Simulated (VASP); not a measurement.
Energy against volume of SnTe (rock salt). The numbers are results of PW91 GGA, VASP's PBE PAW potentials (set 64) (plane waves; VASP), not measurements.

```csv
V (Å³/atom),E (eV/atom)
30.914,-3.79435
31.901,-3.80736
32.887,-3.81145
33.874,-3.80796
34.861,-3.79800
```

**Question.** Fit a third-order Birch-Murnaghan equation of state.

**Answer.** 
| Item | Result |
|---|---|
| volume per atom | 32.90 Å^3/atom |
| bulk modulus | 40.9 GPa |
| pressure derivative of the bulk modulus | 4.32 |
| lattice constant a | 6.409 Å |

Measured: bulk modulus 37.8 GPa (computed value off by +8.2 %), as given by Cormac Toher et al., Physical Review Materials (2017), arXiv:1611.05714; a 6.316 Å (computed value off by +1.5 %), as given by Ayanesh Maiti et al., Applied Physics Letters (2022), arXiv:2109.01420. The calculation is for a static lattice, while the measured bulk modulus, a hold thermal and zero-point effects, which are part of the difference.

The compound is SnTe in the rock salt structure, which distorts at low temperature. It was relaxed first.
